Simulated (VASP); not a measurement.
Data:

```xyz
9
Lattice="4.7668 0.0000 0.0000 -2.3834 4.1282 0.0000 0.0000 0.0000 6.5676" Properties=species:S:1:pos:R:3 pbc="T T T"
Nb     0.0000     4.1282     0.0000
Nb     1.1917     2.0641     2.1892
Nb     3.5751     2.0641     4.3784
Si     0.0000     1.3178     6.5676
Si     3.6255     0.6589     2.1892
Si     1.2421     3.4692     4.3784
Si     2.3834     2.8103     6.5676
Si    -1.2421     3.4692     2.1892
Si     1.1413     0.6589     4.3784
```

Calculation: PBEsol GGA, VASP's PBE PAW potentials (set 64) (plane waves; VASP). Run with 400 eV cut-off, Gaussian smearing of 0.050 eV, potentials Nb_sv Si.

Q: Give the energies of bands 23 to 36 at the high-symmetry points, in eV from the Fermi level.

A: 
| band | Γ | M | K | A | L | H |
|---|---|---|---|---|---|---|
| 23 | -3.66 | -3.42 | -2.46 | -4.45 | -3.17 | -2.53 |
| 24 | -3.24 | -3.24 | -2.46 | -3.80 | -2.38 | -2.53 |
| 25 | -2.26 | -2.54 | -1.89 | -2.51 | -2.25 | -2.26 |
| 26 | -2.26 | -2.08 | -1.77 | -2.51 | -1.98 | -2.22 |
| 27 | -2.19 | -1.95 | -1.77 | -2.39 | -1.92 | -2.22 |
| 28 | -2.19 | -1.93 | -1.62 | -2.14 | -1.89 | -2.09 |
| 29 | -2.09 | -1.04 | -1.62 | -1.47 | -1.84 | -0.72 |
| 30 | -1.97 | -0.73 | -1.56 | -1.36 | -1.65 | -0.72 |
| 31 | -1.97 | -0.13 | 0.34 | -1.36 | -0.63 | -0.16 |
| 32 | -1.02 | 0.06 | 0.34 | 0.96 | -0.21 | -0.16 |
| 33 | 0.77 | 0.79 | 0.47 | 0.96 | 1.47 | 0.83 |
| 34 | 3.33 | 1.25 | 2.15 | 2.87 | 1.87 | 2.07 |
| 35 | 3.43 | 1.64 | 2.18 | 2.87 | 2.38 | 2.19 |
| 36 | 3.48 | 2.06 | 2.20 | 3.40 | 2.47 | 2.20 |

It has no gap at this level: it comes out as a metal or semimetal.

The structure was generated: NbSi2 was put into the CrSi2 type (P6_222), a phase also known from measurement. It was relaxed first. The electron count is odd and the run is not spin-polarised, which forces a metal.
